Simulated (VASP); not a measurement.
Here is a VASP 6.6.1 calculation.

The input INCAR:

```
ALGO = Normal
EDIFF = 1E-7
ENCUT = 520
GGA = PE
ISIF = 2
ISMEAR = -1
ISYM = 0
LASPH = T
LCHARG = F
LREAL = Auto
LWAVE = F
NBANDS = 58
NELM = 100
PREC = Accurate
SIGMA = 0.1379
```

File KPOINTS:

```
Automatic mesh
0
Gamma
  1 1 1
  0.25 0.25 0.25
```

The input POSCAR:

```
Ta3Si5C5N3
1.0
    5.5208870000     -0.3069000000      0.1387320000
   -0.3069000000      5.9781400000     -0.0034560000
    0.1387320000     -0.0034560000      5.8739650000
Si C Ta N
5 5 3 3
Direct
    0.5220990468      0.5493203263      0.0626788900
    0.7463760035      0.4246178843      0.3803135095
    0.1186662372      0.5216614489      0.0950538618
    0.7685690635      0.4190632289      0.7973975261
    0.2686684855      0.0660867250      0.9821574489
    0.4126046526     -0.0548973587      0.5201203627
   -0.0110859733      0.2234298701      0.0952918774
    0.0388614535      0.6298668583      0.8338194887
    0.0264656762      0.5783273567      0.3884803643
    0.2949257002      0.1902097502      0.4779568371
    0.3291433077      0.5306435386      0.5816790183
    1.0072038521      0.9004188977      0.4821663804
    0.6952556729     -0.0311857680      0.9780517950
    0.5343054298      0.8335295608      0.6716065583
    0.0217411032      0.8690391598      0.8317183049
   -0.1576577325      0.1433536722      0.2918055526
```

Potentials or basis: VASP PAW PBE potentials, release 64 (Si, C, Ta_pv, N).

Launch:

```console
$ cat potpaw_PBE.64/Si/POTCAR potpaw_PBE.64/C/POTCAR potpaw_PBE.64/Ta_pv/POTCAR potpaw_PBE.64/N/POTCAR > POTCAR
$ mpirun -np 1 vasp_std > vasp.out
```

(1) Estimate the largest force.

(2) What does it give for the band gap on the k mesh?

Answers

(1) 4.825 eV/Å.

(2) 0.76 eV, direct.

Caveat: spin-orbit coupling is left out, which moves the levels of the heavy elements.
